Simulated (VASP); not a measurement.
VASP ran on this input.

**POSCAR**
```
ZrS2
1
    1.8102956617    -3.1355240847     0.0000000000
    1.8102956617     3.1355240847     0.0000000000
    0.0000000000     0.0000000000     5.7669942721
Zr S
1 2
Direct
  0.0000000000   0.0000000000   1.0000000000
  0.3333330000   0.6666670000   0.2501099565
  0.6666670000   0.3333330000   0.7498900435
```

### INCAR
```
AGGAC  =  0.0
ALGO  =  Normal
EDIFF  =  1E-7
EDIFFG  =  -0.01
ENCUT  =  520
GGA  =  MK
IBRION  =  2
ISIF  =  4
ISMEAR  =  0
LASPH  =  .TRUE.
LCHARG  =  .FALSE.
LMAXMIX  =  4
LREAL  =  .FALSE.
LUSE_VDW  =  .TRUE.
LWAVE  =  .FALSE.
NELM  =  100
NSW  =  30
PARAM1  =  0.1234
PARAM2  =  1.0
PREC  =  Accurate
SIGMA  =  0.05
SYSTEM  =  ZrS2
```

File KPOINTS:
```
Automatic mesh
0
Gamma
7 7 4
0 0 0
```

POTCAR, in this order: Zr_sv S (PBE.64 set). Program: vasp_std.

Problem. Write an equivalent input for Quantum ESPRESSO's pw.x.

Solution. One equivalent input (not run):
```
&CONTROL
  calculation = 'vc-relax'
  pseudo_dir = './pseudo'
  outdir = './out'
  tprnfor = .true.
  tstress = .true.
  nstep = 30
  forc_conv_thr = 0.00039
/
&SYSTEM
  ibrav = 0
  nat = 3
  ntyp = 2
  ecutwfc = 66
  occupations = 'smearing'
  smearing = 'gaussian'
  degauss = 0.003675
  input_dft = 'vdw-df-ob86'
/
&ELECTRONS
  conv_thr = 7.3e-09
  electron_maxstep = 100
/
&IONS
/
&CELL
  cell_dofree = 'shape'
/
ATOMIC_SPECIES
  Zr 91.224 Zr.upf
  S 32.060 S.upf
CELL_PARAMETERS angstrom
     1.8102957   -3.1355241    0.0000000
     1.8102957    3.1355241    0.0000000
     0.0000000    0.0000000    5.7669943
ATOMIC_POSITIONS crystal
  Zr   0.0000000  0.0000000  1.0000000
  S    0.3333330  0.6666670  0.2501100
  S    0.6666670  0.3333330  0.7498900
K_POINTS automatic
  7 7 4 0 0 0
```
The two are equivalent in intent, not identical: the potentials are each code's own (VASP's PAW set, PseudoDojo norm-conserving files in pw.x), so ENCUT and ecutwfc are chosen apart and not converted; conv_thr bounds pw.x's estimated SCF error, while EDIFF bounds the energy change between steps; forc_conv_thr acts on force components and is met together with etot_conv_thr.

The compound is ZrS2 in the 1T layered structure. This cell is one point of a volume scan, at 0.97 of the reference volume. Symmetry was kept, so distortions that lower it aren't found.
